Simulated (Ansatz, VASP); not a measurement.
# H2W2CO2 (W2C(OH)2 MXene monolayer): VASP beside Ansatz, part 2 of 2

Aim: how closely do two programs agree when they are given the same cell, functional and k mesh? The cell is taken from a series of runs on this material, whose earlier steps may have relaxed, scaled, displaced or heated it; both programs get it as it stands.

VASP 6.6.1 and Ansatz 0.2.0.

So far: The structure; Ansatz: single point, PBE with D3(BJ); VASP: single point, PBE with D3(BJ).

## Step 3: VASP: single point, PBE with D3(BJ) (continued)

Level of this step: PBE with D3(BJ), no spin polarisation; plane waves and PAW (H, O, W, C) (VASP).

Numbers of over 12 decimals in the logs are rounded to 6 here.

OUTCAR, selected parts (step 3):

```text
ion  position               nearest neighbor table
   1  0.333  0.667  0.351-   3 0.99
   2  0.667  0.333  0.649-   4 0.99
   3  0.333  0.667  0.389-   1 0.99   5 2.23   5 2.23   5 2.23
   4  0.667  0.333  0.611-   2 0.99   6 2.23   6 2.23   6 2.23
   5  0.667  0.333  0.447-   7 2.15   7 2.15   7 2.15   3 2.23   3 2.23   3 2.23   6 3.19   6 3.19
                             6 3.19
   6  0.333  0.667  0.553-   7 2.15   7 2.15   7 2.15   4 2.23   4 2.23   4 2.23   5 3.19   5 3.19
                             5 3.19
   7  0.000  0.000  0.500-   5 2.15   6 2.15   6 2.15   5 2.15   5 2.15   6 2.15

  LATTYP: Found a hexagonal cell.
 ALAT       =     2.8855705472
 C/A-ratio  =     8.8931530885

 Subroutine GETGRP returns: Found 12 space group operations
 (whereof 12 operations were pure point group operations)

The static configuration has the point symmetry D_3d.

 Found     37 irreducible k-points:

   k-points           NKPTS =     37   k-points in BZ     NKDIM =     37   number of bands    NBANDS=     22

   dimension x,y,z NGX =    24 NGY =   24 NGZ =  192
   dimension x,y,z NGXF=    48 NGYF=   48 NGZF=  384

   ENCUT  =  520.0 eV  38.22 Ry    6.18 a.u.   5.37  5.37 47.71*2*pi/ulx,y,z

   NELECT =      30.0000    total number of electrons

 k-points in reciprocal lattice and weights: Automatic mesh
   0.00000000  0.00000000  0.00000000       0.003
   0.05555556 -0.00000000  0.00000000       0.019
   0.11111111 -0.00000000  0.00000000       0.019
   0.16666667 -0.00000000  0.00000000       0.019
   0.22222222 -0.00000000  0.00000000       0.019
   0.27777778 -0.00000000  0.00000000       0.019
   0.33333333  0.00000000  0.00000000       0.019
   0.38888889 -0.00000000  0.00000000       0.019
   0.44444444 -0.00000000  0.00000000       0.019
[...]
0.33333333  0.27777778  0.00000000       0.037
   0.33333333  0.33333333  0.00000000       0.006

 dipolmoment           0.000000      0.000000      0.000000 electrons x Angstroem

 average (electrostatic) potential at core
       1 -41.1171       2 -41.1171       3 -77.4372       4 -77.4372       5 -46.0779
       6 -46.0779       7 -54.6941

 E-fermi :   0.8342

 k-point     1 :       0.0000    0.0000    0.0000
  band No.  band energies     occupation
    ...
     13      -2.3468      2.00000
     14      -0.6299      2.00000
     15      -0.6299      2.00000
     16       0.8032      1.53649
     17       0.8039      1.52687
     18       1.1712      0.00000
     19       1.2006      0.00000
     20       1.2006      0.00000
     21       1.6907      0.00000
     22       1.6907      0.00000

 k-point     2 :       0.0556   -0.0000    0.0000
  band No.  band energies     occupation
    ...
     12      -2.5398      2.00000
     13      -2.4139      2.00000
     14      -0.7570      2.00000
     15      -0.5426      2.00000
     16       0.7575      1.90230
     17       0.8677      0.43063
     18       1.1383      0.00002
     19       1.1860      0.00000
     20       1.2159      0.00000
     21       1.7621      0.00000
    ...

 k-point     3 :       0.1111   -0.0000    0.0000
  band No.  band energies     occupation
    ...
     12      -2.7590      2.00000
     13      -2.5719      2.00000
     14      -1.0633      2.00000
     15      -0.2891      2.00000
     16       0.5574      1.99996
     17       0.8790      0.30099
     18       1.2639      0.00000
     19       1.2881      0.00000
     20       1.3351      0.00000
     21       1.9357      0.00000
    ...

 Edisp (eV)   -1.41918

  Total      -0.20814    -0.20814    -0.55259     0.00000     0.00000     0.00000
  in kB      -1.80210    -1.80210    -4.78444     0.00000     0.00000     0.00000
  external pressure =       -2.80 kB  Pullay stress =        0.00 kB

  energy-cutoff  :      520.00
  volume of cell :      185.05
      direct lattice vectors                 reciprocal lattice vectors
     2.885570547  0.000000000  0.000000000     0.346551915  0.200081842  0.000000000
    -1.442785274  2.498977398  0.000000000     0.000000000  0.400163683  0.000000000
     0.000000000  0.000000000 25.661820624     0.000000000  0.000000000  0.038968396

 POSITION                                       TOTAL-FORCE (eV/Angst)
 -----------------------------------------------------------------------------------
     -0.00000      1.66598      9.00000         0.000000      0.000000     -0.075439
      1.44279      0.83299     16.66182         0.000000     -0.000000      0.075439
     -0.00000      1.66598      9.98562        -0.000000      0.000000      0.164751
      1.44279      0.83299     15.67620        -0.000000     -0.000000     -0.164751
      1.44279      0.83299     11.47139         0.000000      0.000000      0.034037
     -0.00000      1.66598     14.19043         0.000000     -0.000000     -0.034037
      0.00000      0.00000     12.83091         0.000000      0.000000      0.000000
 -----------------------------------------------------------------------------------
    total drift:                                0.000000      0.000000     -0.000000

  FREE ENERGIE OF THE ION-ELECTRON SYSTEM (eV)
  ---------------------------------------------------
  free  energy   TOTEN  =       -55.8759767255 eV

  energy  without entropy=      -55.8671780585  energy(sigma->0) =      -55.87157739

 vacuum level on the upper side and lower side of the slab         3.321         3.321

 total charge
# of ion       s       p       d       tot
------------------------------------------
    1        0.598   0.113   0.000   0.711
    2        0.598   0.113   0.000   0.711
    3        1.555   3.554   0.000   5.109
    4        1.555   3.554   0.000   5.109
    5        0.549   0.668   4.313   5.530
    6        0.549   0.668   4.313   5.530
    7        0.857   1.625   0.000   2.481
--------------------------------------------------
tot          6.261  10.294   8.626  25.182

[... 3 further parts left out ...]
```

This run has no spin polarisation, so a moment on W, if there is one, isn't seen.

## Step 4: Side by side

Known differences besides the potentials themselves: the data sets hold 46 valence electrons in Ansatz (on its PAW soft_1 files) and 30 in VASP; the cutoff is 420 eV in Ansatz and 520 eV in VASP. Total energies have different zeros and are not compared.

Compared:

| quantity | Ansatz | VASP | difference |
| --- | --- | --- | --- |
| work function, lower of the two faces (eV) | 2.50 | 2.49 | +0.02 |
| work function, higher of the two faces (eV) | 2.50 | 2.49 | +0.02 |

With vacuum in the cell, a pressure given here is an average over mostly empty space and none of the material.

## Step 5: Outcome

- difference in work function, lower of the two faces (single point, PBE with D3(BJ)): 0.017 eV

The difference in work function, lower of the two faces is 0.017 eV (single point, PBE with D3(BJ)). The data sets hold unlike numbers of valence electrons (46 in Ansatz and 30 in VASP), so part of the differences comes from the potentials. Such differences can come from data sets, numerical settings and the points named under the comparisons, not from the functional's error against experiment.

[Lines on the potential files, build, host, timing and source positions are cut from VASP's logs without a mark.]

[Logs are printed without paths, hosts, clocks, repeated set-up lines and the standing remarks that a program may print on its own settings, such as how far it seeks lower states.]

[Hosts, paths, dates, database ids (printed as entryN), source tags and the programs' standing remarks are cut or masked in the printed files.]
